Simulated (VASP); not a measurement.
OSZICAR of a VASP run on PbS (rock salt):

**OSZICAR**
```
       N       E                     dE             d eps       ncg     rms          rms(c)
DAV:   1     0.146364444578E+03    0.14636E+03   -0.85467E+03   560   0.123E+03
DAV:   2     0.238595616876E+01   -0.14398E+03   -0.14054E+03   578   0.329E+02
DAV:   3    -0.101516358702E+02   -0.12538E+02   -0.12471E+02   772   0.104E+02
DAV:   4    -0.104280321479E+02   -0.27640E+00   -0.27628E+00   606   0.178E+01
DAV:   5    -0.104371240229E+02   -0.90919E-02   -0.90913E-02   766   0.314E+00    0.446E+00
DAV:   6    -0.999140099107E+01    0.44572E+00   -0.14266E+00   830   0.939E+00    0.315E+00
DAV:   7    -0.998482751699E+01    0.65735E-02   -0.11298E-01   596   0.193E+00    0.172E+00
DAV:   8    -0.998115023578E+01    0.36773E-02   -0.11597E-02   638   0.123E+00    0.189E-01
DAV:   9    -0.998082236132E+01    0.32787E-03   -0.23616E-03   834   0.427E-01    0.769E-02
DAV:  10    -0.998084233696E+01   -0.19976E-04   -0.14518E-04   608   0.813E-02    0.413E-02
DAV:  11    -0.998084031829E+01    0.20187E-05   -0.14945E-05   736   0.452E-02    0.926E-03
DAV:  12    -0.998084027817E+01    0.40124E-07   -0.51476E-07   352   0.123E-02
   1 F= -.99808403E+01 E0= -.99808403E+01  d E =-.998084E+01
       N       E                     dE             d eps       ncg     rms          rms(c)
DAV:   1    -0.108985088632E+02   -0.91767E+00   -0.26268E+01   686   0.896E+01    0.566E+00
DAV:   2    -0.101066982931E+02    0.79181E+00   -0.17607E+00   692   0.273E+01    0.181E+00
DAV:   3    -0.999839114874E+01    0.10831E+00   -0.48212E-01   692   0.130E+01    0.482E-01
DAV:   4    -0.999929473891E+01   -0.90359E-03   -0.13680E-02   694   0.103E+00    0.167E-01
DAV:   5    -0.999939871991E+01   -0.10398E-03   -0.61544E-04   784   0.247E-01    0.915E-02
DAV:   6    -0.999946885793E+01   -0.70138E-04   -0.14720E-04   686   0.101E-01    0.238E-02
DAV:   7    -0.999946169925E+01    0.71587E-05   -0.10157E-05   812   0.469E-02    0.847E-03
DAV:   8    -0.999946166653E+01    0.32723E-07   -0.65463E-06   584   0.206E-02
   2 F= -.99994617E+01 E0= -.99994617E+01  d E =-.186214E-01
       N       E                     dE             d eps       ncg     rms          rms(c)
DAV:   1    -0.100776889655E+02   -0.78227E-01   -0.23768E+00   692   0.300E+01    0.158E+00
DAV:   2    -0.100135267949E+02    0.64162E-01   -0.13977E-01   692   0.697E+00    0.543E-01
DAV:   3    -0.100034655620E+02    0.10061E-01   -0.43037E-02   692   0.387E+00    0.121E-01
DAV:   4    -0.100035053706E+02   -0.39809E-04   -0.97239E-04   576   0.289E-01    0.597E-02
DAV:   5    -0.100035136815E+02   -0.83109E-05   -0.11001E-04   756   0.138E-01    0.214E-02
DAV:   6    -0.100035141394E+02   -0.45791E-06   -0.10263E-05   688   0.487E-02    0.403E-03
DAV:   7    -0.100035136068E+02    0.53259E-06   -0.12809E-06   420   0.184E-02
   3 F= -.10003514E+02 E0= -.10003514E+02  d E =-.226733E-01
```

Which electronic solver shows in the log?

It is blocked Davidson (ALGO = Normal, or the opening steps of other solvers). The INCAR had ALGO = Normal.

Can the final energy be trusted as converged?

The calculation finished and met its thresholds. It stopped with EDIFF = 1E-6, NELM = 100, NSW = 60 and EDIFFG = -0.01 after 3 ionic steps (LDA (Ceperley-Alder, Perdew-Zunger), plane waves, VASP's LDA PAW potentials (set 64)). Energy and stress use the plane-wave basis of the starting cell.

The compound is PbS in the rock salt structure. This run relaxes it. Symmetry was kept, so distortions that lower it aren't found.
